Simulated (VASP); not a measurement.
Level of theory: PW91 GGA, VASP's PBE PAW potentials (set 64) (plane waves; VASP).

A VASP calculation is set up with these files.

File POSCAR:
```
Al
1
    0.0000000000     2.0409732651     2.0409732651
    2.0409732651     0.0000000000     2.0409732651
    2.0409732651     2.0409732651     0.0000000000
Al
1
Direct
  1.0000000000   0.0000000000   1.0000000000
```

### KPOINTS
```
Automatic mesh
0
Gamma
15 15 15
0 0 0
```

**INCAR**
```
# general
SYSTEM = Al
PREC   = Accurate
ENCUT  = 520
LREAL  = .FALSE.
LASPH  = .TRUE.

# electronic loop
EDIFF  = 1E-7
NELM   = 100
ALGO   = Normal

# smearing
ISMEAR = 1
SIGMA  = 0.1

# functional
GGA    = 91

# ions
ISIF   = 2

# output
LWAVE  = .FALSE.
LCHARG = .FALSE.
```

POTCAR, in this order: Al (PBE.64 set). Program: vasp_std.

Output of the run:

OUTCAR:
```
 ion  position               nearest neighbor table
   1  0.000  0.000  0.000-
  LATTYP: Found a face centered cubic cell.
 ALAT       =     4.0819465302
 Subroutine PRICEL returns:
 Original cell was already a primitive cell.
 Subroutine GETGRP returns: Found 48 space group operations
The static configuration has the point symmetry O_h .
The dynamic configuration has the point symmetry O_h .
 Subroutine INISYM returns: Found 48 space group operations
 Subroutine IBZKPT returns following result:
 Found    120 irreducible k-points:

 Following reciprocal coordinates:
            Coordinates               Weight
  0.000000  0.000000  0.000000      1.000000
  0.066667  0.000000  0.000000      8.000000
  0.133333  0.000000  0.000000      8.000000
  0.200000  0.000000  0.000000      8.000000
  0.266667  0.000000  0.000000      8.000000
  0.333333  0.000000  0.000000      8.000000
  0.400000  0.000000  0.000000      8.000000
  0.466667  0.000000  0.000000      8.000000
  0.066667  0.066667  0.000000      6.000000
  0.133333  0.066667  0.000000     24.000000
  0.200000  0.066667  0.000000     24.000000
  0.266667  0.066667  0.000000     24.000000
  0.333333  0.066667  0.000000     24.000000
  0.400000  0.066667  0.000000     24.000000
  0.466667  0.066667  0.000000     24.000000
 -0.466667  0.066667  0.000000     24.000000
 -0.400000  0.066667  0.000000     24.000000
 -0.333333  0.066667  0.000000     24.000000
 -0.266667  0.066667  0.000000     24.000000
 -0.200000  0.066667  0.000000     24.000000
 -0.133333  0.066667  0.000000     24.000000
 -0.066667  0.066667  0.000000     12.000000
  0.133333  0.133333  0.000000      6.000000
  0.200000  0.133333  0.000000     24.000000
  0.266667  0.133333  0.000000     24.000000
...
```

**OSZICAR**
```
       N       E                     dE             d eps       ncg     rms          rms(c)
DAV:   1    -0.118635359281E+01   -0.11864E+01   -0.86913E+02  1265   0.332E+02
DAV:   2    -0.368202786400E+01   -0.24957E+01   -0.22515E+01  1550   0.315E+01
DAV:   3    -0.370075060764E+01   -0.18723E-01   -0.18635E-01  1625   0.352E+00
DAV:   4    -0.370082440381E+01   -0.73796E-04   -0.73793E-04  1595   0.214E-01
DAV:   5    -0.370082478128E+01   -0.37747E-06   -0.37700E-06  1590   0.127E-02    0.115E+00
DAV:   6    -0.368967639358E+01    0.11148E-01   -0.17168E-03  1385   0.309E-01    0.677E-01
DAV:   7    -0.368208715830E+01    0.75892E-02   -0.46382E-03  1410   0.526E-01    0.130E-01
DAV:   8    -0.368209080120E+01   -0.36429E-05   -0.35000E-05  1610   0.603E-02    0.102E-02
DAV:   9    -0.368209097826E+01   -0.17706E-06   -0.15706E-07  1520   0.364E-03    0.125E-03
DAV:  10    -0.368209049973E+01    0.47853E-06   -0.34795E-09  1050   0.667E-04    0.251E-04
DAV:  11    -0.368209046906E+01    0.30670E-07   -0.25538E-10   740   0.159E-04
   1 F= -.36820905E+01 E0= -.36819066E+01  d E =-.551644E-03
```

File OUTCAR:
```
------------------------ aborting loop because EDIFF is reached ----------------------------------------
  FORCE on cell =-STRESS in cart. coord.  units (eV):
  Direction    XX          YY          ZZ          XY          YZ          ZX
  --------------------------------------------------------------------------------------
  Total       -0.1973719     -0.1973719     -0.1973719      0.0000000     -0.0000000      0.0000000
  in kB      -18.5974758    -18.5974758    -18.5974758      0.0000000     -0.0000000      0.0000000
  external PRESSURE =     -18.5974758 kB  Pullay stress =       0.0000000 kB
  volume of cell :       17.00
      direct lattice vectors                 reciprocal lattice vectors
     0.000000000  2.040973265  2.040973265    -0.244981161  0.244981161  0.244981161
     2.040973265  0.000000000  2.040973265     0.244981161 -0.244981161  0.244981161
     2.040973265  2.040973265  0.000000000     0.244981161  0.244981161 -0.244981161
 POSITION                                       TOTAL-FORCE (eV/Angst)
 -----------------------------------------------------------------------------------
      0.00000      0.00000      0.00000         0.000000     -0.000000      0.000000
 -----------------------------------------------------------------------------------
    total drift:                                0.000000     -0.000000     -0.000000
  FREE ENERGIE OF THE ION-ELECTRON SYSTEM (eV)
  ---------------------------------------------------
  free  energy   TOTEN  =        -3.6820904691 eV

  energy  without entropy=       -3.6815388249  energy(sigma->0) =       -3.68190659
```
(Selected blocks of OUTCAR.)

File OUTCAR:
```
 val. band max:        7.8157126626   @ k =   0.4000   0.1333   0.0000

 cond. band min:       7.8575331008   @ k =  -0.4000   0.4000   0.0667


 Fermi energy:         7.8210248827

 k-point     1 :       0.0000    0.0000    0.0000
  band No.  band energies     occupation
      1      -3.2469      2.00000
      2      20.1090      0.00000
      3      20.1090      0.00000
      4      20.1090      0.00000
      5      21.3395      0.00000

 k-point     2 :       0.0667    0.0000    0.0000
  band No.  band energies     occupation
      1      -3.1286      2.00000
      2      18.1418      0.00000
      3      19.6530      0.00000
      4      19.6530      0.00000
      5      21.9750      0.00000

 k-point     3 :       0.1333    0.0000    0.0000
  band No.  band energies     occupation
      1      -2.7742      2.00000
      2      15.4984      0.00000
      3      19.0351      0.00000
      4      19.0351      0.00000
      5      22.0449      0.00000

 k-point     4 :       0.2000    0.0000    0.0000
  band No.  band energies     occupation
      1      -2.1854      2.00000
      2      12.9028      0.00000
      3      18.5651      0.00000
      4      18.5651      0.00000
      5      21.8557      0.00000

 k-point     5 :       0.2667    0.0000    0.0000
  band No.  band energies     occupation
      1      -1.3651      2.00000
      2      10.4441      0.00000
      3      18.2813      0.00000
      4      18.2813      0.00000
      5      21.7222      0.00000

 k-point     6 :       0.3333    0.0000    0.0000
  band No.  band energies     occupation
      1      -0.3171      2.00000
      2       8.1548     -0.00003
      3      18.1920      0.00000
      4      18.1920      0.00000
      5      20.7553      0.00000

 k-point     7 :       0.4000    0.0000    0.0000
  band No.  band energies     occupation
      1       0.9540      2.00000
      2       6.0518      2.00000
      3      18.2986      0.00000
...
```

The compound is Al in the fcc structure. This cell is one point of a volume scan, at 1.03 of the reference volume.
